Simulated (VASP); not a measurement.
Data:

```xyz
1
Lattice="2.7283 0.0000 0.0000 0.0000 2.7283 0.0000 0.0000 0.0000 2.7283" Properties=species:S:1:pos:R:3 pbc="T T T"
Ta     0.0000     0.0000     0.0000
```

The numbers are results of PBEsol GGA, VASP's PBE PAW potentials (set 64) (plane waves; VASP), not measurements. Settings: 400 eV cut-off, 12×12×12 Γ-centred mesh, first-order Methfessel-Paxton smearing of 0.10 eV, potentials Ta_pv.

Energy and stress use the plane-wave basis of the starting cell.

Problem. The ions, cell shape and volume are relaxed. Which structure does the run end with?

Solution. 
```xyz
1
Lattice="2.7085 0.0000 0.0000 0.0000 2.7085 0.0000 0.0000 0.0000 2.7085" Properties=species:S:1:pos:R:3 pbc="T T T"
Ta     0.0000     0.0000     0.0000
```
Space group Pm-3m (221), at a tolerance of 0.03 Å.

Problem. How do energy and volume change from the first to the last step?

Solution. The energy (σ→0) changes by -4.8 meV/atom and the volume by -2.2 %, in 3 ionic steps.

| step | E(σ→0) (eV) | max force (eV/Å) | pressure (GPa) | volume (Å³) |
|---|---|---|---|---|
| 1 | -11.4131 | 0.000 | -3.34 | 20.31 |
| 2 | -11.4018 | 0.000 | 6.86 | 19.09 |
| 3 | -11.4179 | 0.000 | -0.06 | 19.87 |

The structure was generated: Ta was put into the simple-cubic type (Pm-3m), which need not be its known phase. This run relaxes it. Symmetry was kept, so distortions that lower it aren't found.
